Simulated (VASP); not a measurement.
Here is the system:

```yaml
crystal:
  lattice:
    - [0.00000, 4.42135, 4.42135]
    - [4.42135, 0.00000, 4.42135]
    - [4.42135, 4.42135, 0.00000]
  atoms:
    - { symbol: Rb, position: [0.75000, 0.75000, 0.75000] }
    - { symbol: Rb, position: [0.25000, 0.25000, 0.25000] }
    - { symbol: Rb, position: [0.50000, 0.50000, 0.50000] }
    - { symbol: Bi, position: [0.00000, 0.00000, 0.00000] }
```

All values below come from LDA (Ceperley-Alder, Perdew-Zunger), VASP's LDA PAW potentials (set 64) (plane waves; VASP). Numerical set-up: 300 eV cut-off, 9×9×9 Γ-centred mesh, Fermi-Dirac smearing of 0.10 eV, potentials Rb_sv Bi_d.

Question: Give the energies of bands 19 to 24 at the high-symmetry points, in eV from the Fermi level.

Answer: 
```json
[
 {"band": "19", "Γ": "-0.20", "X": "-1.09", "U": "-0.88", "L": "-1.21", "W": "-0.68"},
 {"band": "20", "Γ": "-0.20", "X": "-0.01", "U": "-0.53", "L": "-0.27", "W": "-0.68"},
 {"band": "21", "Γ": "-0.20", "X": "-0.01", "U": "-0.12", "L": "-0.27", "W": "-0.22"},
 {"band": "22", "Γ": "0.01", "X": "1.31", "U": "1.57", "L": "2.17", "W": "1.55"},
 {"band": "23", "Γ": "2.11", "X": "1.55", "U": "2.22", "L": "2.83", "W": "2.76"},
 {"band": "24", "Γ": "2.11", "X": "3.43", "U": "3.38", "L": "3.31", "W": "2.76"}
]
```

It has no gap at this level: it comes out as a metal or semimetal.

The structure comes from a computed database's Rb3Bi entry; how it stands against other phases isn't given here. The cell was not relaxed at this level.
